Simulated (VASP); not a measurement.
Given:

```yaml
crystal:
  lattice:
    - [3.80683, 0.00000, 0.00000]
    - [-1.90341, 3.29681, 0.00000]
    - [0.00000, 0.00000, 6.72049]
  atoms:
    - { symbol: Ba, position: [0.00000, 0.00000, 0.00000] }
    - { symbol: Ba, position: [0.00000, 0.00000, 0.50000] }
    - { symbol: O, position: [0.33333, 0.66667, 0.25000] }
    - { symbol: O, position: [0.66667, 0.33333, 0.75000] }
```

These are PBEsol GGA, VASP's PBE PAW potentials (set 64) (plane waves; VASP) values and carry that method's errors. Settings: 520 eV cut-off, Gaussian smearing of 0.050 eV, potentials Ba_sv O.

Unless said otherwise, spin-orbit coupling is left out, though it shifts the bands of the heavy elements here.

Problem. Predict the band gap (along the path) with the smallest direct gap where there is one.

Solution. 
```yaml
band gap (along the path): 2.12 eV
smallest direct gap (along the path): 2.38 eV
```

Total energies compare only between runs with the same potentials, cut-off and functional.

The structure was generated: BaO was put into the NiAs type type (P6_3/mmc), which need not be its known phase. It was relaxed first, which changed the volume by -22 %.
